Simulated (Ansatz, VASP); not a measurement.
# Cross-check of WC (Qusongite) between VASP and Ansatz, part 2 of 2

Wanted: the spread between two codes on one cell, functional and k mesh. The structure shown is the end of the Ansatz relaxation below.

VASP 6.6.1 and Ansatz 0.2.0.

So far: The starting structure; Ansatz: relaxation, PBEsol; VASP: single point, PBEsol, pair 1.

**3. VASP: single point, PBEsol, pair 1 (continued)**

Level of this step: PBEsol; plane waves and PAW (W, C) (VASP).

Numbers of over 12 decimals in the logs are rounded to 6 here.

From OUTCAR (step 3):

```text
ion  position               nearest neighbor table
   1  0.000  0.000  0.000-   2 2.17   2 2.17   2 2.17   2 2.17   2 2.17   2 2.17
   2  0.667  0.333  0.500-   1 2.17   1 2.17   1 2.17   1 2.17   1 2.17   1 2.17

  LATTYP: Found a hexagonal cell.
 ALAT       =     2.8667218264
 C/A-ratio  =     0.9779767687

 Subroutine GETGRP returns: Found 12 space group operations
 (whereof 12 operations were pure point group operations)

The static configuration has the point symmetry D_3h.

 Found    243 irreducible k-points:

   k-points           NKPTS =    243   k-points in BZ     NKDIM =    243   number of bands    NBANDS=     11

   dimension x,y,z NGX =    24 NGY =   24 NGZ =   24
   dimension x,y,z NGXF=    48 NGYF=   48 NGZF=   48

   ENCUT  =  600.0 eV  44.10 Ry    6.64 a.u.   5.73  5.73  5.60*2*pi/ulx,y,z

   NELECT =      10.0000    total number of electrons

 k-points in reciprocal lattice and weights: Automatic mesh
   0.00000000  0.00000000  0.00000000       0.000
   0.06666667 -0.00000000  0.00000000       0.002
   0.13333333  0.00000000  0.00000000       0.002
   0.20000000 -0.00000000  0.00000000       0.002
   0.26666667  0.00000000  0.00000000       0.002
   0.33333333 -0.00000000  0.00000000       0.002
   0.40000000 -0.00000000  0.00000000       0.002
   0.46666667 -0.00000000  0.00000000       0.002
   0.06666667  0.06666667  0.00000000       0.002
[...]
0.33333333  0.26666667  0.50000000       0.003
   0.33333333  0.33333333  0.50000000       0.001

 average (electrostatic) potential at core
       1 -36.4599       2 -45.8080

 E-fermi :   8.6021

 k-point     1 :       0.0000    0.0000    0.0000
  band No.  band energies     occupation
      1      -6.0903      2.00000
      2       4.0711      2.00000
      3       5.1549      2.00000
      4       5.1549      2.00000
      5       8.7887     -0.07080
      6      12.0156      0.00000
      7      12.0156      0.00000
      8      14.5406      0.00000
      9      14.5406      0.00000
    ...

 k-point     2 :       0.0667   -0.0000    0.0000
  band No.  band energies     occupation
      1      -5.9721      2.00000
      2       4.1153      2.00000
      3       4.9845      2.00000
      4       5.2720      2.00000
      5       8.4035      2.06828
      6      11.9699      0.00000
      7      12.4389      0.00000
      8      14.2926      0.00000
      9      14.4538      0.00000
     10      15.8604      0.00000
    ...

 k-point     3 :       0.1333    0.0000    0.0000
  band No.  band energies     occupation
      1      -5.6295      2.00000
      2       3.9989      2.00000
      3       4.8003      2.00000
      4       5.6106      2.00000
      5       7.6118      2.00000
      6      11.8429      0.00000
      7      13.3223      0.00000
      8      13.6687      0.00000
      9      14.2274      0.00000
     10      16.7971      0.00000
    ...

  Total        1.6195334      1.6195334      1.7130888      0.0000000     -0.0000000     -0.0000000
  in kB      130.0423054    130.0423054    137.5544458      0.0000000     -0.0000000     -0.0000000
  external PRESSURE =     132.5463522 kB  Pullay stress =       0.0000000 kB

  energy-cutoff  :      600.00
  volume of cell :       19.95
      direct lattice vectors                 reciprocal lattice vectors
     2.866721826  0.000000000  0.000000000     0.348830497  0.201397381  0.000000000
    -1.433360913  2.482653927  0.000000000     0.000000000  0.402794763  0.000000000
     0.000000000  0.000000000  2.803587348     0.000000000  0.000000000  0.356685873

 POSITION                                       TOTAL-FORCE (eV/Angst)
 -----------------------------------------------------------------------------------
      0.00000      0.00000      0.00000         0.000000      0.000000      0.000000
      1.43336      0.82755      1.40179        -0.000000      0.000000      0.000000
 -----------------------------------------------------------------------------------
    total drift:                               -0.000000      0.000000      0.000000

  FREE ENERGIE OF THE ION-ELECTRON SYSTEM (eV)
  ---------------------------------------------------
  free  energy   TOTEN  =       -23.9579129641 eV

  energy  without entropy=      -23.9580286778  energy(sigma->0) =      -23.95795154

 total charge
# of ion       s       p       d       tot
------------------------------------------
    1        0.648   0.938   4.494   6.080
    2        0.852   1.593   0.000   2.445
--------------------------------------------------
tot          1.501   2.531   4.494   8.526

[... 3 further parts left out ...]
```

The run ends at a pressure of 13.25 GPa.

**4. Side by side**

Known differences besides the potentials themselves: the data sets hold 18 valence electrons in Ansatz (on its default PAW (the set named soft_2) files) and 10 in VASP; the cutoff is 420 eV in Ansatz and 600 eV in VASP; Ansatz makes its cores anew for this functional, VASP keeps those of its PBE data sets; Ansatz's pressure holds a Pulay correction, VASP's none. Total energies have different zeros and are not compared.

The two programs side by side:

```csv
quantity,Ansatz,VASP,difference
pressure (GPa),13.21,13.25,-0.05
```

**5. Ansatz: relaxation, PBEsol**

This run makes the geometry at which the two programs are then compared. The cell compared in this pair holds 21.19 Å³, against 19.95 Å³ for the pair before.

The structure compared here is the end of the Ansatz relaxation.

input.yaml reads:

```yaml
crystal:
  lattice:
    - [2.9271898564, 0.0, 0.0]
    - [-1.4635949282, 2.5350207774, 0.0]
    - [0.0, 0.0, 2.855281326]
  atoms:
    - { symbol: W, position: [0.0, 0.0, 0.0] }
    - { symbol: C, position: [0.6666666667, 0.3333333333, 0.5] }
kpoints:
  mp_grid: { grid: [15, 15, 16] }
hamiltonian:
  xc: pbesol
scf:
  occupations: { method: methfessel_paxton, width: 0.15 }
output:
  forces: true
  stress: true
  eigenvalues: true
  write_density: true
  write_potential: true
  elf: true
  volumetric_format: npy
relax:
  adjacent_minimum: "off"
  f_tol: 0.001
  max_steps: 60
  cell: { stress_tol: 0.01, fix: [volume] }
```

On the command line:

```sh
> ansatz run input.yaml --threads 4 --pin off --max-ram 7168MiB --backend cpu --events-out ev --progress --plain --runs-dir out
```

Output:

```text
[...]
Crystal: 2 atoms, lattice volume = 21.188 Å³
Basis set: ecut = 420 eV, 405 PW (Γ), exchange–correlation on 40×40×40 points (8 copies of the dense FFT grid, shifted against one another)
Bands: 13, of which v1, the nominal top of the filled ones, is band 9 counted from 1 (8 counted from 0)
Symmetry: 12 space group operations
[...]
k-points: 243 of 3600 (time reversal used)
[...]
k-point 242: bands = [... 5 lower, 12.8833, 14.6275, 18.3622, 19.3170, 24.2305, 26.1283, 27.3518, 28.8295]
--- Relaxed structure (4 steps of the walk, 3 accepted, 2 SCFs on fresh bases) ---
[...]
cell:  # Å, volume = 21.1876 Å³
    - [2.929743, 0, 0]
    - [-1.464872, 2.537232, 0]
    - [0, 0, 2.850307]
  atoms:
    - { symbol: W, position: [-3.700743415524894e-17, 0, 0] }
    - { symbol: C, position: [0.666667, 0.333333, 0.5] }
[key lines of the parts left out:]
SCF converged after 4 iterations
Free energy (F): -10503.707606 eV
Fermi energy:    19.921371 eV
P = ⅓ Tr σ = -11.2814 GPa (-112.814 kbar)
```

**6. VASP: single point, PBEsol, pair 2**

The same cell, functional, mesh and smearing now go to VASP, with its own data sets.

INCAR reads:

```
SYSTEM = WC
PREC = Accurate
ENCUT = 600
EDIFF = 1E-06
NELM = 120
ISMEAR = 1
SIGMA = 0.15
LREAL = .FALSE.
ALGO = Normal
GGA = PS
NBANDS = 11
LASPH = .TRUE.
LORBIT = 11
LWAVE = .FALSE.
LCHARG = .FALSE.
ISIF = 2
GGA_COMPAT = .FALSE.
```

POSCAR reads:

```
WC
1.0
    2.9297431567      0.0000000000      0.0000000000
   -1.4648715783      2.5372320002      0.0000000000
    0.0000000000      0.0000000000      2.8503066827
W C
1 1
Direct
    0.0000000000      0.0000000000      0.0000000000
    0.6666666667      0.3333333333      0.5000000000
```

KPOINTS reads:

```
Automatic mesh
0
Gamma
15 15 16
0 0 0
```

The projector-augmented-wave data sets are W and C (PBE family, release 64).

On the command line:

```sh
> mpirun -np 1 vasp_std
```

Output:

```text
[banner, memory and clock lines left out]
running    1 mpi-ranks, on    1 nodes
[...]
[... a notice as in an earlier step ...]

 LDA part: xc-table for (Slater+PW92), standard interpolation
 POSCAR, INCAR and KPOINTS ok, starting setup
[...]
entering main loop
       N       E                     dE             d eps       ncg     rms          rms(c)
DAV:   1     0.270915866389E+02    0.27092E+02   -0.54092E+03  5346   0.924E+02
DAV:   2    -0.246919024061E+02   -0.51783E+02   -0.49000E+02  6154   0.210E+02
DAV:   3    -0.269320789839E+02   -0.22402E+01   -0.22142E+01  6635   0.368E+01
DAV:   4    -0.269479622373E+02   -0.15883E-01   -0.15879E-01  5881   0.361E+00
[...]
DAV:  11    -0.239580487140E+02    0.13106E-04   -0.60539E-05  6295   0.547E-02    0.155E-02
DAV:  12    -0.239580467309E+02    0.19831E-05   -0.25044E-06  3955   0.109E-02    0.157E-02
DAV:  13    -0.239580467639E+02   -0.32989E-07   -0.49709E-07  2817   0.657E-03
   1 F= -.23958047E+02 E0= -.23958005E+02  d E =-.124709E-03
```

Parts of OUTCAR (step 6):

```text
  Total       -1.6132828     -1.6132828     -1.5637884     -0.0000000      0.0000000     -0.0000000
  in kB     -121.9943612   -121.9943612   -118.2516605     -0.0000000      0.0000000     -0.0000000
  external PRESSURE =    -120.7467943 kB  Pullay stress =       0.0000000 kB

 POSITION                                       TOTAL-FORCE (eV/Angst)
 -----------------------------------------------------------------------------------
      0.00000      0.00000      0.00000         0.000000      0.000000      0.000000
      1.46487      0.84574      1.42515        -0.000000      0.000000      0.000000
 -----------------------------------------------------------------------------------
    total drift:                               -0.000000      0.000000      0.000000

  FREE ENERGIE OF THE ION-ELECTRON SYSTEM (eV)
  ---------------------------------------------------
  free  energy   TOTEN  =       -23.9580467639 eV

  energy  without entropy=      -23.9579220545  energy(sigma->0) =      -23.95800519

[... 1 part as in an earlier step ...]

[... 2 further parts left out ...]
[key lines of the parts left out:]
E-fermi :   7.8911
```

The run ends at a pressure of -12.07 GPa.

**7. Differences**

What differs besides the data sets and the points named for the pairs above, as far as they apply: the data sets hold 18 valence electrons in Ansatz (on its default PAW (the set named soft_2) files) and 10 in VASP. Total energies have different zeros and are not compared.

Compared:

```csv
quantity,Ansatz,VASP,difference
pressure (GPa),-11.28,-12.07,+0.79
```

**8. Outcome**

```
difference in pressure (single point, PBEsol, pair 1) : -0.047 GPa
difference in pressure (single point, PBEsol, pair 2) : 0.79 GPa
```

The difference in pressure is 0.79 GPa (single point, PBEsol, pair 2), within the 1 GPa picked in this series as the mark of a large difference. The data sets hold unlike numbers of valence electrons (18 in Ansatz and 10 in VASP), so part of the differences comes from the potentials. How closely two codes agree says nothing of how well the functional describes the real material.

[Lines on the potential files, build, host, timing and source positions are cut from VASP's logs without a mark.]

[Logs are printed without paths, hosts, clocks, repeated set-up lines and the standing remarks that a program may print on its own settings, such as how far it seeks lower states.]

[Hosts, paths, dates, database ids (printed as entryN), source tags and the programs' standing remarks are cut or masked in the printed files.]
